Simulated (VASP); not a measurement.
Given:

```xyz
2
Lattice="1.3596 -2.3549 0.0000 1.3596 2.3549 0.0000 0.0000 0.0000 4.2856" Properties=species:S:1:pos:R:3 pbc="T T T"
Ru     1.3596     0.7850     1.0714
Ru     1.3596    -0.7850     3.2142
```

Method: PBE GGA, VASP's PBE PAW potentials (set 64) (plane waves; VASP). Numerical set-up: 480 eV cut-off, 14×14×8 Γ-centred mesh, first-order Methfessel-Paxton smearing of 0.10 eV, potentials Ru_pv.

Task: Give the stress tensor in GPa (positive for a compressed cell).

Result: 
```
1.02  0.00  0.00
0.00  1.02  0.00
0.00  0.00  1.04
```
The pressure is its mean diagonal, 1.03 GPa.

The compound is Ru in the hcp structure. It was relaxed first.
